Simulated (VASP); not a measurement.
Output of a VASP run:

File OSZICAR:
```
...
DAV:   4    -0.464978094340E+02    0.10197E-01   -0.88484E-03  4700   0.768E-01    0.435E-01
DAV:   5    -0.464958502287E+02    0.19592E-02   -0.25029E-03  4832   0.363E-01    0.915E-02
DAV:   6    -0.464958619783E+02   -0.11750E-04   -0.84190E-05  4772   0.728E-02    0.274E-02
DAV:   7    -0.464958521867E+02    0.97916E-05   -0.34611E-05  4912   0.434E-02    0.438E-03
DAV:   8    -0.464958519946E+02    0.19208E-06   -0.56007E-07  2784   0.622E-03
   3 F= -.46495852E+02 E0= -.46495852E+02  d E =-.176093E+00
       N       E                     dE             d eps       ncg     rms          rms(c)
DAV:   1    -0.464962438023E+02   -0.39162E-03   -0.70231E-03  4736   0.749E-01    0.132E-01
DAV:   2    -0.464959904087E+02    0.25339E-03   -0.93314E-04  4676   0.232E-01    0.278E-02
DAV:   3    -0.464959824913E+02    0.79173E-05   -0.41561E-05  4752   0.463E-02    0.127E-02
DAV:   4    -0.464959802949E+02    0.21965E-05   -0.23498E-06  3204   0.129E-02    0.419E-03
DAV:   5    -0.464959803267E+02   -0.31846E-07   -0.45299E-07  2384   0.566E-03
   4 F= -.46495980E+02 E0= -.46495980E+02  d E =-.176221E+00
       N       E                     dE             d eps       ncg     rms          rms(c)
DAV:   1    -0.465021654968E+02   -0.61852E-02   -0.23870E+00  4280   0.130E+01    0.550E-01
DAV:   2    -0.465033700940E+02   -0.12046E-02   -0.67461E-02  4980   0.204E+00    0.224E-01
DAV:   3    -0.465019728737E+02    0.13972E-02   -0.17732E-03  4860   0.401E-01    0.964E-02
DAV:   4    -0.465017298228E+02    0.24305E-03   -0.89406E-04  4844   0.263E-01    0.203E-02
DAV:   5    -0.465017370053E+02   -0.71826E-05   -0.94690E-05  4872   0.770E-02    0.146E-02
DAV:   6    -0.465017364713E+02    0.53404E-06   -0.29988E-06  3716   0.153E-02
   5 F= -.46501736E+02 E0= -.46501736E+02  d E =-.575614E-02
       N       E                     dE             d eps       ncg     rms          rms(c)
DAV:   1    -0.465017493184E+02   -0.12313E-04   -0.45111E-03  4388   0.569E-01    0.242E-02
DAV:   2    -0.465017515421E+02   -0.22237E-05   -0.13094E-04  4964   0.902E-02    0.102E-02
DAV:   3    -0.465017484294E+02    0.31127E-05   -0.38732E-06  4592   0.188E-02    0.425E-03
DAV:   4    -0.465017478962E+02    0.53317E-06   -0.16405E-06  2616   0.117E-02
   6 F= -.46501748E+02 E0= -.46501748E+02  d E =-.576757E-02
       N       E                     dE             d eps       ncg     rms          rms(c)
DAV:   1    -0.465028949204E+02   -0.11465E-02   -0.67852E-02  4608   0.228E+00    0.201E-01
DAV:   2    -0.465023592020E+02    0.53572E-03   -0.10382E-03  4872   0.272E-01    0.107E-01
DAV:   3    -0.465021163514E+02    0.24285E-03   -0.31662E-04  4912   0.153E-01    0.189E-02
DAV:   4    -0.465021100837E+02    0.62677E-05   -0.37250E-05  4832   0.490E-02    0.510E-03
DAV:   5    -0.465021103053E+02   -0.22157E-06   -0.15046E-06  2752   0.101E-02
   7 F= -.46502110E+02 E0= -.46502110E+02  d E =-.362409E-03
       N       E                     dE             d eps       ncg     rms          rms(c)
DAV:   1    -0.465021669412E+02   -0.56857E-04   -0.27251E-03  4588   0.457E-01    0.406E-02
DAV:   2    -0.465021450047E+02    0.21936E-04   -0.42005E-05  4892   0.545E-02    0.215E-02
DAV:   3    -0.465021354600E+02    0.95447E-05   -0.12571E-05  4892   0.303E-02    0.400E-03
DAV:   4    -0.465021351261E+02    0.33390E-06   -0.14309E-06  2456   0.101E-02
   8 F= -.46502135E+02 E0= -.46502135E+02  d E =-.387230E-03
```

File OUTCAR:
```
------------------------ aborting loop because EDIFF is reached ----------------------------------------
  FORCE on cell =-STRESS in cart. coord.  units (eV):
  Direction    XX          YY          ZZ          XY          YZ          ZX
  --------------------------------------------------------------------------------------
  Total        0.0213388      0.0213388      0.0340808      0.0000000      0.0000000      0.0000000
  in kB        0.7219785      0.7219785      1.1530960      0.0000000      0.0000000      0.0000000
  external PRESSURE =       0.8656843 kB  Pullay stress =       0.0000000 kB
  volume of cell :       47.35
      direct lattice vectors                 reciprocal lattice vectors
     4.199563990  0.000000000  0.000000000     0.238119958  0.000000000  0.000000000
     0.000000000  4.199563990  0.000000000     0.000000000  0.238119958  0.000000000
     0.000000000  0.000000000  2.685016465     0.000000000  0.000000000  0.372437195
 POSITION                                       TOTAL-FORCE (eV/Angst)
 -----------------------------------------------------------------------------------
      2.09978      2.09978      1.34251        -0.000000      0.000000      0.000000
      0.00000      0.00000      0.00000        -0.000000      0.000000      0.000000
      2.91432      2.91432      0.00000         0.001245      0.001245     -0.000000
      1.28524      1.28524      0.00000        -0.001245     -0.001245      0.000000
      3.38503      0.81454      1.34251        -0.001245      0.001245     -0.000000
      0.81454      3.38503      1.34251         0.001245     -0.001245      0.000000
 -----------------------------------------------------------------------------------
    total drift:                                0.000000     -0.000000     -0.000000
  FREE ENERGIE OF THE ION-ELECTRON SYSTEM (eV)
  ---------------------------------------------------
  free  energy   TOTEN  =       -46.5021351261 eV

  energy  without entropy=      -46.5021351261  energy(sigma->0) =      -46.50213513

 reached required accuracy - stopping structural energy minimisation
```
(Selected blocks of OUTCAR.)

POSCAR:
```
SiO2
1
    4.2928580000     0.0000000000     0.0000000000
    0.0000000000     4.2928580000     0.0000000000
    0.0000000000     0.0000000000     2.7314680000
Si O
2 4
Direct
  0.5000000000   0.5000000000   0.5000000000
  0.0000000000   0.0000000000   0.0000000000
  0.6931600000   0.6931600000   0.0000000000
  0.3068400000   0.3068400000   0.0000000000
  0.8068400000   0.1931600000   0.5000000000
  0.1931600000   0.8068400000   0.5000000000
```

Question: Write an INCAR and KPOINTS that could have produced this output.

Answer: This is not unique; one that fits is the input of the run itself, PBE GGA, plane waves, VASP's PBE PAW potentials (set 64).

**KPOINTS**
```
Automatic
0
G
8 8 12
```

**INCAR**
```
SYSTEM = SiO2
PREC = Accurate
ENCUT = 400
EDIFF = 1E-6
NELM = 100
ALGO = Normal
LREAL = .FALSE.
LASPH = .TRUE.
ISMEAR = 0
SIGMA = 0.01
GGA = PE
LWAVE = .FALSE.
LCHARG = .FALSE.
ISIF = 3
IBRION = 2
NSW = 50
EDIFFG = -0.01
```

POTCAR, in this order: Si O (PBE.64 set). Program: vasp_std.

At this cut-off the stress carries a Pulay error, which pulls relaxed volumes low. Energy and stress use the plane-wave basis of the starting cell.

The structure comes from a computed database's SiO2 entry; how it stands against other phases isn't given here. This run relaxes it. Symmetry was kept, so distortions that lower it aren't found. The run is one of a series of settings (EDIFFG = -0.01, IBRION = 2, ISIF = 3, NSW = 50 against the base run), some of them coarse on purpose.
